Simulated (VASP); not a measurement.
Given:

```xyz
2
Lattice="0.0000 2.1993 2.1993 2.1993 0.0000 2.1993 2.1993 2.1993 0.0000" Properties=species:S:1:pos:R:3 pbc="T T T"
Si     0.0000     0.0000     0.0000
C      1.0996     1.0996     1.0996
```

These are RPBE GGA, VASP's PBE PAW potentials (set 64) (plane waves; VASP 6.6.1) values and carry that method's errors. Run with 520 eV cut-off, Gaussian smearing of 0.050 eV, potentials Si C.

Give the energies of bands 2 to 6 at the high-symmetry points, in eV from the valence-band maximum.

| band | Γ | X | U | L | W |
|---|---|---|---|---|---|
| 2 | 0.00 | -7.68 | -7.18 | -8.36 | -6.95 |
| 3 | 0.00 | -3.12 | -5.39 | -1.04 | -4.85 |
| 4 | 0.00 | -3.12 | -2.54 | -1.04 | -4.57 |
| 5 | 5.92 | 1.39 | 3.11 | 5.23 | 5.19 |
| 6 | 7.16 | 4.29 | 7.66 | 7.14 | 9.23 |

The gap is indirect, 1.39 eV, from the valence maximum at Γ to the conduction minimum at X.

Measured: gap 2.53 eV (computed value off by -1.14 eV), as given by Wei Chen et al., Physical Review Materials (2018), doi:10.1103/physrevmaterials.2.073803 [zero-point renormalisation of 0.11 eV added back (the table's ZPR column)].

The compound is SiC in the zinc blende structure. It was relaxed first.
